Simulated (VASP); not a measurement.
A VASP calculation is set up with these files.

KPOINTS:
```
Automatic mesh
0
Gamma
9 9 9
0 0 0
```

### POSCAR
```
HfB
1
    3.1695210000     0.0000000000     0.0000000000
    0.0000000000     3.1695210000     0.0000000000
    0.0000000000     0.0000000000     3.1695210000
Hf B
1 1
Direct
  0.0000000000   0.0000000000   0.0000000000
  0.5000000000   0.5000000000   0.5000000000
```

INCAR:
```
SYSTEM = HfB
PREC = Accurate
ENCUT = 520
EDIFF = 1E-6
NELM = 60
ALGO = VeryFast
LREAL = .FALSE.
LASPH = .TRUE.
ISMEAR = 1
SIGMA = 0.1
GGA = PE
LMAXMIX = 6
LWAVE = .FALSE.
LCHARG = .FALSE.
ISIF = 2
NELMDL = -1
```

POTCAR, in this order: Hf_pv B (PBE.64 set). Program: vasp_std.

What VASP printed:

File standard output:
```
...
RMM:  22     0.538418390258E+03   -0.27648E-01    0.24659E-02  1391   0.350E+01    0.425E+00
RMM:  23     0.538458696835E+03    0.40307E-01    0.42494E-01  1391   0.340E+01    0.583E+00
RMM:  24     0.538504339578E+03    0.45643E-01    0.58814E-01  1392   0.329E+01    0.756E+00
RMM:  25     0.538586866236E+03    0.82527E-01    0.85999E-01  1388   0.319E+01    0.733E+00
RMM:  26     0.538649187844E+03    0.62322E-01    0.64251E-01  1397   0.309E+01    0.742E+00
RMM:  27     0.538699899243E+03    0.50711E-01    0.62386E-01  1386   0.301E+01    0.740E+00
RMM:  28     0.538751005467E+03    0.51106E-01    0.52596E-01  1369   0.292E+01    0.695E+00
RMM:  29     0.538839660522E+03    0.88655E-01    0.88940E-01  1343   0.285E+01    0.673E+00
WARNING in EDDRMM: call to ZHEGV failed, returncode =   8  4      1
RMM:  30     0.538920290122E+03    0.80630E-01    0.81492E-01  1359   0.278E+01    0.647E+00
RMM:  31     0.539044797978E+03    0.12451E+00    0.12470E+00  1359   0.271E+01    0.634E+00
RMM:  32     0.539170972301E+03    0.12617E+00    0.12788E+00  1351   0.264E+01    0.589E+00
RMM:  33     0.539337373356E+03    0.16640E+00    0.16682E+00  1363   0.259E+01    0.533E+00
RMM:  34     0.539440691937E+03    0.10332E+00    0.10501E+00  1384   0.252E+01    0.483E+00
RMM:  35     0.539504104786E+03    0.63413E-01    0.67475E-01  1366   0.247E+01    0.387E+00
RMM:  36     0.539506043433E+03    0.19386E-02    0.55177E-02  1396   0.241E+01    0.297E+00
RMM:  37     0.539514256759E+03    0.82133E-02    0.10740E-01  1390   0.237E+01    0.269E+00
RMM:  38     0.539489016857E+03   -0.25240E-01   -0.22287E-01  1390   0.232E+01    0.249E+00
RMM:  39     0.539483058300E+03   -0.59586E-02   -0.51716E-02  1397   0.227E+01    0.241E+00
RMM:  40     0.539446429257E+03   -0.36629E-01   -0.35765E-01  1386   0.223E+01    0.241E+00
RMM:  41     0.539421499996E+03   -0.24929E-01   -0.23564E-01  1391   0.219E+01    0.251E+00
RMM:  42     0.539383651862E+03   -0.37848E-01   -0.37506E-01  1371   0.215E+01    0.257E+00
RMM:  43     0.539361518465E+03   -0.22133E-01   -0.20385E-01  1385   0.211E+01    0.270E+00
RMM:  44     0.539335361788E+03   -0.26157E-01   -0.25221E-01  1383   0.208E+01    0.275E+00
RMM:  45     0.539326519691E+03   -0.88421E-02   -0.90298E-02  1351   0.204E+01    0.285E+00
RMM:  46     0.539311033426E+03   -0.15486E-01   -0.14263E-01  1378   0.201E+01    0.295E+00
RMM:  47     0.539314097520E+03    0.30641E-02    0.14827E-02  1357   0.198E+01    0.303E+00
RMM:  48     0.539306150362E+03   -0.79472E-02   -0.69170E-02  1315   0.195E+01    0.313E+00
RMM:  49     0.539313991048E+03    0.78407E-02    0.75178E-02  1352   0.192E+01    0.316E+00
RMM:  50     0.539312350070E+03   -0.16410E-02   -0.19956E-02  1330   0.189E+01    0.318E+00
RMM:  51     0.539320441110E+03    0.80910E-02    0.76330E-02  1365   0.186E+01    0.310E+00
RMM:  52     0.539321017511E+03    0.57640E-03    0.11127E-02  1374   0.184E+01    0.346E+00
RMM:  53     0.539330789080E+03    0.97716E-02    0.99662E-02  1339   0.181E+01    0.348E+00
RMM:  54     0.539339524210E+03    0.87351E-02    0.60759E-02  1369   0.179E+01    0.338E+00
RMM:  55     0.539352778558E+03    0.13254E-01    0.12194E-01  1392   0.176E+01    0.339E+00
RMM:  56     0.539359518556E+03    0.67400E-02    0.71473E-02  1370   0.174E+01    0.349E+00
RMM:  57     0.539376542876E+03    0.17024E-01    0.14830E-01  1371   0.172E+01    0.349E+00
RMM:  58     0.539387351612E+03    0.10809E-01    0.10285E-01  1389   0.170E+01    0.360E+00
RMM:  59     0.539404843630E+03    0.17492E-01    0.16312E-01  1384   0.168E+01    0.371E+00
RMM:  60     0.539417209784E+03    0.12366E-01    0.12457E-01  1376   0.166E+01

 -----------------------------------------------------------------------------
|                                                                             |
|           W    W    AA    RRRRR   N    N  II  N    N   GGGG   !!!           |
|           W    W   A  A   R    R  NN   N  II  NN   N  G    G  !!!           |
|           W    W  A    A  R    R  N N  N  II  N N  N  G       !!!           |
|           W WW W  AAAAAA  RRRRR   N  N N  II  N  N N  G  GGG   !            |
|           WW  WW  A    A  R   R   N   NN  II  N   NN  G    G                |
|           W    W  A    A  R    R  N    N  II  N    N   GGGG   !!!           |
|                                                                             |
|     The electronic self-consistency was not achieved in the given           |
|     number of steps (NELM). The forces and other quantities evaluated       |
|     might not be reliable so examine the results carefully. If you find     |
|     spurious results, we suggest increasing NELM, if you were close to      |
|     convergence or switching to a different ALGO or adjusting the           |
|     density mixing parameters otherwise.                                    |
|                                                                             |
 -----------------------------------------------------------------------------

   1 F= 0.53941721E+03 E0= 0.53941722E+03  d E =-.364552E-04
```

**OUTCAR**
```
------------------------ aborting loop EDIFF was not reached (unconverged)  ----------------------------
  FORCE on cell =-STRESS in cart. coord.  units (eV):
  Direction    XX          YY          ZZ          XY          YZ          ZX
  --------------------------------------------------------------------------------------
  Total      200.3707354    200.3707354    200.3707354      0.0000000      0.0000000      0.0000000
  in kB    10082.4011728  10082.4011728  10082.4011728      0.0000000      0.0000000      0.0000000
  external PRESSURE =   10082.4011728 kB  Pullay stress =       0.0000000 kB
  volume of cell :       31.84
      direct lattice vectors                 reciprocal lattice vectors
     3.169521000  0.000000000  0.000000000     0.315505087  0.000000000  0.000000000
     0.000000000  3.169521000  0.000000000     0.000000000  0.315505087  0.000000000
     0.000000000  0.000000000  3.169521000     0.000000000  0.000000000  0.315505087
 POSITION                                       TOTAL-FORCE (eV/Angst)
 -----------------------------------------------------------------------------------
      0.00000      0.00000      0.00000         0.000000      0.000000      0.000000
      1.58476      1.58476      1.58476         0.000000      0.000000      0.000000
 -----------------------------------------------------------------------------------
    total drift:                                0.000000      0.000000     -0.000000
  FREE ENERGIE OF THE ION-ELECTRON SYSTEM (eV)
  ---------------------------------------------------
  free  energy   TOTEN  =       539.4172097838 eV

  energy  without entropy=      539.4172462390  energy(sigma->0) =      539.41722194
```
(Selected blocks of OUTCAR.)

Q: From input and log, find the fault in this run and mend it.

A: The cause: ALGO = VeryFast starts from random orbitals with almost no delay (NELMDL = -1). The run did not converge; its last values are not results. Against the sound run, the energy per atom (σ→0) rises by 277.684 eV/atom; the pressure increases by 1028.47 GPa. To mend it, set ALGO = Normal, remove NELMDL.

The mended run (PBE GGA, plane waves, VASP's PBE PAW potentials (set 64)) converges, and its OSZICAR ends with
```
   1 F= -.15950162E+02 E0= -.15950670E+02  d E =0.152239E-02
```

The structure was generated: HfB was put into the CsCl type (Pm-3m), which need not be its known phase. The cell was not relaxed at this level. The electron count is odd and the run is not spin-polarised, which forces a metal.
